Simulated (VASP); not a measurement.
Consider the following.

```xyz
4
Lattice="0.5680 3.7804 3.7804 4.3485 0.0000 4.3485 2.1742 2.1742 0.0000" Properties=species:S:1:pos:R:3 pbc="T T T"
Au     0.0000     0.0000     0.0000
Au     2.1742     0.0000     2.1742
Al     2.4583     4.0645     1.8902
Al     2.4583     1.8902     4.0645
```

These are PBEsol GGA, VASP's PBE PAW potentials (set 64) (plane waves; VASP) values and carry that method's errors. Settings: 400 eV cut-off, 10×9×17 Γ-centred mesh, tetrahedra with Blöchl corrections, potentials Au Al.

Task: The job: Al2Au2 (ordered alloy cell), 4 atoms, PBEsol, static run, 400 eV, 10×9×17 Γ-centred mesh. Roughly how much core time does it take on a busy server core?

Result: About 4 core-minutes (one run on a shared machine, a rough figure). It had 766 irreducible k-points, 18 bands, up to 1220 plane waves and 15 electronic steps.

The structure was generated: Al2Au2 was put into an ordered model structure (R-3m), which need not be its known phase. It was relaxed first.
